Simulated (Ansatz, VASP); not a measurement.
# BaPbSO: VASP beside Ansatz, part 2 of 3

One calculation is typed for both programs; each brings its own data sets and cutoff. How far apart do they land? The cell is invented: As first built, before any earlier steps moved the atoms (in the runner's words): it takes the BaO structure with some of its atoms replaced by other elements, volume scaled by an estimate. It may not be a known or stable phase. The cell is taken from a series of VASP runs on this material, whose earlier steps may have relaxed, scaled or displaced it; both programs get it as it stands.

VASP 6.6.1 and Ansatz 0.2.0.

So far, pressure (GPa): step 4 (comparison) -0.775.

**6. VASP: electric field gradients, PBEsol**

Level of this step: PBEsol; plane waves and PAW (Pb_d, Ba_sv, S, O); invented cell (VASP).

Field gradients test the density near the nuclei, where the PAW reconstruction matters most.

Input file INCAR:

```
SYSTEM = BaPbSO
PREC = Accurate
ENCUT = 520
EDIFF = 1E-07
NELM = 100
ISMEAR = -1
SIGMA = 0.05
LREAL = .FALSE.
ALGO = Normal
GGA = PS
NBANDS = 24
LORBIT = 11
LWAVE = .FALSE.
LCHARG = .FALSE.
KPAR = 2
LEFG = .TRUE.
LASPH = .TRUE.
```

Input file POSCAR:

```
BaPbSO
1.0
    3.5057891512     -2.0284323734      0.0019404956
    3.5057891512      2.0284323734      0.0019404956
   -2.3354016464      0.0000000000      6.6780514396
Pb Ba S O
1 1 1 1
Direct
    0.5032683330      0.5032683330      0.5173146894
    0.9808797546      0.9808797546      0.9443702113
    0.7570610090      0.7570610090      0.2742546812
    0.2549294194      0.2549294194      0.7650364191
```

Input file KPOINTS:

```
Automatic mesh
0
Gamma
5 5 3
0 0 0
```

Potentials, in the order of the species: Pb_d, Ba_sv, S and O (PBE family, release 64).

On the command line:

```sh
mpirun -np 2 vasp_std
```

Numbers of over 12 decimals in the logs are rounded to 6 here.

The program printed:

```text
[banner, memory and clock lines left out]
running    2 mpi-ranks, on    1 nodes
[...]
[... a notice as in an earlier step ...]

 LDA part: xc-table for (Slater+PW92), standard interpolation
 POSCAR, INCAR and KPOINTS ok, starting setup
[...]
entering main loop
       N       E                     dE             d eps       ncg     rms          rms(c)
DAV:   1     0.333463175545E+03    0.33346E+03   -0.16909E+04  1152   0.150E+03
DAV:   2     0.132368098805E+02   -0.32023E+03   -0.30698E+03  1232   0.380E+02
DAV:   3    -0.237784381259E+02   -0.37015E+02   -0.36450E+02  1584   0.131E+02
DAV:   4    -0.253141074622E+02   -0.15357E+01   -0.15337E+01  1592   0.266E+01
[...]
DAV:  14    -0.217341564365E+02   -0.40673E-06   -0.61395E-06  1752   0.154E-02    0.727E-03
DAV:  15    -0.217341571692E+02   -0.73274E-06   -0.26831E-06  1424   0.114E-02    0.316E-03
DAV:  16    -0.217341570957E+02    0.73520E-07   -0.45189E-07  1280   0.459E-03
ion   1
[...]
0.0000000     0.0000000     0.0000000    -0.5051541    -0.7038533     1.2262702
     0.0000369     0.0000000     0.0000000    -0.5051522    -0.7038513     1.2262667
     0.0000508     0.0000000     0.0000000    -0.5051510    -0.7038501     1.2262645
     0.0000700     0.0000000     0.0000000    -0.5051491    -0.7038480     1.2262610
     0.0000964     0.0000000     0.0000000    -0.5051458    -0.7038447     1.2262551

ion   4
     0.0000000     0.0000000     0.0000000    -4.4632920     0.0596766    -0.1176854
     0.0000293     0.0000000     0.0000000    -4.4632920     0.0596766    -0.1176854
     0.0000403     0.0000000     0.0000000    -4.4632920     0.0596766    -0.1176854
     0.0000555     0.0000000     0.0000000    -4.4632919     0.0596766    -0.1176854
     0.0000765     0.0000000     0.0000000    -4.4632918     0.0596766    -0.1176854

     0.0000000     0.0000000     0.0000000   -12.1973953     0.1869499    -0.3414800
     0.0000293     0.0000000     0.0000000   -12.1973924     0.1869499    -0.3414799
     0.0000403     0.0000000     0.0000000   -12.1973904     0.1869499    -0.3414799
     0.0000555     0.0000000     0.0000000   -12.1973871     0.1869498    -0.3414798
     0.0000765     0.0000000     0.0000000   -12.1973815     0.1869497    -0.3414796

   1 F= -.21734157E+02 E0= -.21734157E+02  d E =-.247667E-09
```

OUTCAR, selected parts (step 6):

```text
  Total        0.0094123      0.0052445      0.0033706      0.0000000      0.0000000     -0.0071788
  in kB        0.1587441      0.0884511      0.0568473      0.0000000      0.0000000     -0.1210752
  external PRESSURE =       0.1013475 kB  Pullay stress =       0.0000000 kB

 POSITION                                       TOTAL-FORCE (eV/Angst)
 -----------------------------------------------------------------------------------
      2.32057      0.00000      3.45661        -0.000735      0.000000     -0.002670
      4.67203      0.00000      6.31036        -0.000088      0.000000     -0.004174
      4.66770      0.00000      1.83443         0.000775      0.000000      0.001591
      0.00079      0.00000      5.10994         0.000048      0.000000      0.005253
 -----------------------------------------------------------------------------------
    total drift:                                0.000047     -0.000000     -0.000478

  FREE ENERGIE OF THE ION-ELECTRON SYSTEM (eV)
  ---------------------------------------------------
  free  energy   TOTEN  =       -21.7341570957 eV

  energy  without entropy=      -21.7341570954  energy(sigma->0) =      -21.73415710

[... 1 part as in an earlier step ...]

[... 2 further parts left out ...]
[key lines of the parts left out:]
E-fermi :   4.5594
```

The run ends at a pressure of 0.01 GPa, with forces up to 0.0053 eV/Å.

**7. Ansatz: electric field gradients, PBEsol**

The same cell, functional, mesh and smearing now go to Ansatz, which takes its cutoff from its data sets.

The cell is taken from a series of VASP runs on this material, whose earlier steps may have relaxed, scaled or displaced it; both programs get it as it stands.

Input file input.yaml:

```yaml
crystal:
  lattice:
    - [3.5057891512, -2.0284323734, 0.0019404956]
    - [3.5057891512, 2.0284323734, 0.0019404956]
    - [-2.3354016464, 0.0, 6.6780514396]
  atoms:
    - { symbol: Pb, position: [0.503268333, 0.503268333, 0.5173146894] }
    - { symbol: Ba, position: [0.9808797546, 0.9808797546, 0.9443702113] }
    - { symbol: S, position: [0.757061009, 0.757061009, 0.2742546812] }
    - { symbol: O, position: [0.2549294194, 0.2549294194, 0.7650364191] }
hamiltonian:
  xc: pbesol
  pseudopotentials: { kind: paw }
kpoints:
  mp_grid: { grid: [5, 5, 3] }
scf:
  occupations: { method: fermi_dirac, width: 0.05 }
  n_extra_bands: 5
output:
  forces: true
  stress: true
  eigenvalues: true
  efg: {}
```

On the command line:

```sh
ansatz run input.yaml --threads 2 --pin off --max-ram 4608MiB --backend cpu --events-out ev --progress --plain --runs-dir out
```

The program printed:

```text
[...]
Ba, Pb: output.efg is read without spin–orbit coupling, which moves field gradients at and beside such atoms by some per cent and up to a factor of two; PAW files take it under magnetization.noncollinear and magnetization.spin_orbit
[...]
Crystal: 4 atoms, lattice volume = 94.997 Å³
[...]
k-point 0: bands = [... 14 lower, 6.6623, 6.8280, 7.0629, 7.0833, 10.4408, 12.6060, 12.6469, 12.6938, ... 1 higher]
  k-point 1: bands = [... 14 lower, 6.2948, 7.1828, 7.2038, 7.7315, 10.0167, 11.9882, 12.0661, 12.0978, ... 1 higher]
  k-point 2: bands = [... 14 lower, 6.2494, 6.8168, 7.0425, 7.6767, 10.8103, 11.3361, 12.5055, 12.6767, ... 1 higher]
  k-point 23: bands = [... 14 lower, 5.7661, 6.7426, 7.0378, 7.7579, 11.0935, 11.5062, 11.9644, 12.8350, ... 1 higher]
[key lines of the parts left out:]
SCF converged after 7 iterations
Free energy (F): -19066.888759 eV
Fermi energy:    9.005467 eV
P = ⅓ Tr σ = -0.7720 GPa (-7.720 kbar)
```

Wall time 3.8 s (2 threads of Arm Neoverse V2, shared host); peak memory 0.45 GiB; 6.9 s of CPU time.

For the pressure, step 4 gave -0.775 GPa; this run, with k-mesh 5×5×3 and job EFG, gives -0.772 GPa.

**8. Side by side**

What differs besides the data sets and the points named for the pairs above, as far as they apply: Ansatz adds the response of the frozen cores to the gradients, VASP leaves it out. Total energies have different zeros and are not compared.

Compared:

```csv
quantity,Ansatz,VASP,difference
pressure (GPa),-0.77,0.01,-0.78
pressure without Ansatz's Pulay correction (GPa),-0.92,0.01,-0.93
gap on the k mesh (eV),2.102,2.075,+0.027
Vzz at Pb1 (V/Å²),-37.0,-42.9,+5.9
Vzz at Ba2 (V/Å²),23.2,22.2,+1.0
Vzz at S3 (V/Å²),-2.4,-1.9,-0.5
Vzz at O4 (V/Å²),14.1,14.6,-0.5
```

At this near-relaxed geometry the largest component of a force difference is 157 meV/Å. A gap on the mesh is an upper bound, since the band edges may lie between its points; neither run holds spin-orbit coupling, which can move the band edges of a compound of Pb. Ansatz's pressure holds a Pulay correction of 0.14 GPa; VASP's holds none.

**9. What the set-up changes**

Further runs change the set-up of one program: Ansatz's method, potentials or start, or VASP's data sets, cutoff or form of LDA. The table gives Ansatz less VASP for each quantity, since a change that brings one quantity closer may part another.

```csv
run,r.m.s. force difference (meV/Å),pressure (GPa),gap on the k mesh (eV),Vzz at Pb1 (V/Å²),Vzz at Ba2 (V/Å²),Vzz at S3 (V/Å²)
as above,58,-0.78,0.027,5.9,0.97,-0.47
cores kept as stored,58,-0.76,0.027,1.8,0.47,-0.41
Ansatz's larger PAW set (cutoff 900 eV),58,-0.77,0.030,4.0,0.74,-0.49
```

**10. VASP: band structure, PBEsol, spin-orbit coupling**

Levels along a path test the potential and the projectors away from the mesh points.

Input file INCAR:

```
SYSTEM = BaPbSO
PREC = Accurate
ENCUT = 520
EDIFF = 1E-06
NELM = 100
ISMEAR = -1
SIGMA = 0.05
LREAL = .FALSE.
ALGO = Normal
GGA = PS
LNONCOLLINEAR = .TRUE.
MAGMOM = 0 0 0 0 0 0 0 0 0 0 0 0
NBANDS = 48
GGA_COMPAT = .FALSE.
LASPH = .TRUE.
LSORBIT = .TRUE.
LORBIT = 11
LWAVE = .FALSE.
LCHARG = .FALSE.
KPAR = 2
```

POSCAR is that of step 6.

KPOINTS is that of step 6.

Input file KPOINTS_OPT:

```
Line mode
16
Line-mode
Reciprocal
  0.00000000   0.00000000   0.00000000 GAMMA
 -0.50000000  -0.50000000   0.00000000 Y

 -0.50000000  -0.50000000   0.00000000 Y
 -0.53068143  -0.53068143   0.18785566 F

 -0.53068143  -0.53068143   0.18785566 F
 -0.50000000  -0.50000000   0.50000000 L

 -0.50000000  -0.50000000   0.50000000 L
 -0.68677751  -0.31322249   0.50000000 I

 -0.31322249   0.31322249   0.50000000 I1
  0.00000000   0.00000000   0.50000000 Z

  0.00000000   0.00000000   0.50000000 Z
 -0.46931857  -0.46931857   0.81214434 F1

 -0.50000000  -0.50000000   0.00000000 Y
 -0.65610769  -0.34389231   0.00000000 X1

 -0.34389231   0.34389231   0.00000000 X
  0.00000000   0.00000000   0.00000000 GAMMA

  0.00000000   0.00000000   0.00000000 GAMMA
 -0.50000000   0.00000000   0.00000000 N

 -0.50000000   0.00000000   0.50000000 M
  0.00000000   0.00000000   0.00000000 GAMMA
```

On the command line:

```sh
mpirun -np 2 vasp_ncl
```

The program printed:

```text
[... set-up lines as in an earlier step ...]
 entering main loop
       N       E                     dE             d eps       ncg     rms          rms(c)
DAV:   1     0.391129737652E+03    0.39113E+03   -0.16301E+04  4320   0.152E+03
DAV:   2     0.348635285711E+02   -0.35627E+03   -0.33583E+03  4544   0.404E+02
DAV:   3    -0.223820048300E+02   -0.57246E+02   -0.55459E+02  5920   0.177E+02
DAV:   4    -0.257047517718E+02   -0.33227E+01   -0.33060E+01  5968   0.416E+01
[...]
DAV:  13    -0.223068547029E+02   -0.74683E-04   -0.92524E-05  5904   0.979E-02    0.160E-02
DAV:  14    -0.223068556850E+02   -0.98212E-06   -0.21910E-05  6080   0.368E-02    0.580E-03
DAV:  15    -0.223068564004E+02   -0.71540E-06   -0.47847E-06  4912   0.139E-02
   1 F= -.22306856E+02 E0= -.22306856E+02  d E =-.212496E-08  mag=     0.0000     0.0000     0.0000
 Start KPOINTS_OPT (optional k-point list driver)
k-point batch [1-45\160]
       N       E                     dE             ncg
DAV:   1     0.738028411151E+04   -0.31887E+05     4320
DAV:   2    -0.806196299475E+04   -0.15442E+05     4496
DAV:   3    -0.105210740123E+05   -0.24591E+04     5984
DAV:   4    -0.106714855683E+05   -0.15041E+03     5824
[...]
DAV:   8    -0.106814954678E+05   -0.15017E-03     6096
DAV:   9    -0.106814954748E+05   -0.69400E-05     4416
DAV:  10    -0.106814954753E+05   -0.56279E-06     3360
[...]
k-point batch [136-160\160]
       N       E                     dE             ncg
DAV:   1     0.103084817586E+05   -0.10210E+05     2400
DAV:   2     0.167864736158E+04   -0.86298E+04     2456
DAV:   3     0.257694690083E+03   -0.14210E+04     3424
DAV:   4     0.171967180574E+03   -0.85728E+02     3288
[...]
DAV:   8     0.166779069327E+03   -0.85928E-04     3488
DAV:   9     0.166779066284E+03   -0.30427E-05     2576
DAV:  10     0.166779066082E+03   -0.20269E-06     1864
```

Parts of OUTCAR (step 10):

```text
  Total       -0.0276583     -0.0345061     -0.0378663      0.0000000      0.0000000     -0.0085027
  in kB       -0.4664720     -0.5819649     -0.6386358      0.0000000      0.0000000     -0.1434030
  external PRESSURE =      -0.5623575 kB  Pullay stress =       0.0000000 kB

 POSITION                                       TOTAL-FORCE (eV/Angst)
 -----------------------------------------------------------------------------------
      2.32057      0.00000      3.45661        -0.002245      0.000000     -0.011301
      4.67203      0.00000      6.31036         0.000121      0.000000     -0.052637
      4.66770      0.00000      1.83443         0.001845      0.000000      0.016064
      0.00079      0.00000      5.10994         0.000280      0.000000      0.047875
 -----------------------------------------------------------------------------------
    total drift:                                0.000049     -0.000000     -0.001547

  FREE ENERGIE OF THE ION-ELECTRON SYSTEM (eV)
  ---------------------------------------------------
  free  energy   TOTEN  =       -22.3068564004 eV

  energy  without entropy=      -22.3068563983  energy(sigma->0) =      -22.30685640

 magnetization (x)
# of ion       s       p       d       tot
------------------------------------------
    1        0.000   0.000   0.000   0.000
    2        0.000   0.000   0.000   0.000
    3        0.000   0.000   0.000   0.000
    4        0.000   0.000   0.000   0.000
--------------------------------------------------
tot          0.000   0.000   0.000   0.000

 magnetization (y)
# of ion       s       p       d       tot
------------------------------------------
    1       -0.000   0.000  -0.000  -0.000
    2       -0.000   0.000  -0.000  -0.000
    3        0.000   0.000   0.000   0.000
    4        0.000   0.000   0.000   0.000
--------------------------------------------------
tot          0.000   0.000  -0.000   0.000

 magnetization (z)
# of ion       s       p       d       tot
------------------------------------------
    1        0.000   0.000   0.000   0.000
    2        0.000   0.000   0.000   0.000
    3        0.000   0.000   0.000   0.000
    4        0.000   0.000   0.000   0.000
--------------------------------------------------
tot          0.000   0.000   0.000   0.000

[... 1 part as in an earlier step ...]

[... 2 further parts left out ...]
[key lines of the parts left out:]
E-fermi :   4.4443
```

VASP adds spin-orbit coupling inside the spheres on scalar-relativistic partial waves, which describe the 6p1/2 states imperfectly, so such gaps can be off by a tenth of an eV or more.

(Continued in part 3 of 3.)

[Lines on the potential files, build, host, timing and source positions are cut from VASP's logs without a mark.]

[Logs are printed without paths, hosts, clocks, repeated set-up lines and the standing remarks that a program may print on its own settings, such as how far it seeks lower states.]

[Hosts, paths, dates, database ids (printed as entryN), source tags and the programs' standing remarks are cut or masked in the printed files.]
